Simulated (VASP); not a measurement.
Method: LDA (Ceperley-Alder, Perdew-Zunger), VASP's LDA PAW potentials (set 64) (plane waves; VASP 6.6.1).

Input for VASP

INCAR:
```
SYSTEM = SiO2
PREC = Accurate
ENCUT = 620
EDIFF = 1E-6
NELM = 100
ALGO = Normal
LREAL = .FALSE.
LASPH = .TRUE.
ISMEAR = 0
SIGMA = 0.05
LWAVE = .FALSE.
LCHARG = .FALSE.
IBRION = 2
ISIF = 3
NSW = 40
EDIFFG = -0.02
```

### KPOINTS
```
Regular mesh
0
Gamma
  6 6 8
```

**POSCAR**
```
SiO2
1
    4.1546363290     0.0000000000     0.0000000000
    0.0000000000     4.1546363290     0.0000000000
    0.0000000000     0.0000000000     2.6650299060
Si O
2 4
Direct
  0.0000000000   0.0000000000   0.0000000000
  0.5000000000   0.5000000000   0.5000000000
  0.3054313459   0.3054313459   0.0000000000
  0.8054313459   0.1945686541   0.5000000000
  0.1945686541   0.8054313459   0.5000000000
  0.6945686541   0.6945686541   0.0000000000
```

POTCAR, in this order: Si O (LDA.64 set). Program: vasp_std.

### Question
What does the run give for the energy per atom (σ→0), band gap (on the k-mesh)?

### Answer

| Quantity | Value |
|---|---|
| energy per atom (σ→0) | -8.665 eV/atom |
| band gap (on the k-mesh) | 5.79 eV |

OSZICAR:
```
...
DAV:   6    -0.520924964903E+02    0.48144E+01   -0.19044E+01  2252   0.307E+01    0.862E+00
DAV:   7    -0.520268577915E+02    0.65639E-01   -0.54532E-01  2352   0.510E+00    0.307E+00
DAV:   8    -0.519970167080E+02    0.29841E-01   -0.17729E-02  2280   0.139E+00    0.109E+00
DAV:   9    -0.519918352604E+02    0.51814E-02   -0.46606E-03  2348   0.696E-01    0.232E-01
DAV:  10    -0.519918523368E+02   -0.17076E-04   -0.26309E-04  2320   0.149E-01    0.542E-02
DAV:  11    -0.519918413906E+02    0.10946E-04   -0.40090E-05  2344   0.528E-02    0.168E-02
DAV:  12    -0.519918406783E+02    0.71227E-06   -0.55067E-06  2232   0.178E-02
   1 F= -.51991841E+02 E0= -.51991841E+02  d E =-.519918E+02
```

The compound is SiO2 in the rutile structure, stishovite, a high-pressure form. It was relaxed first.
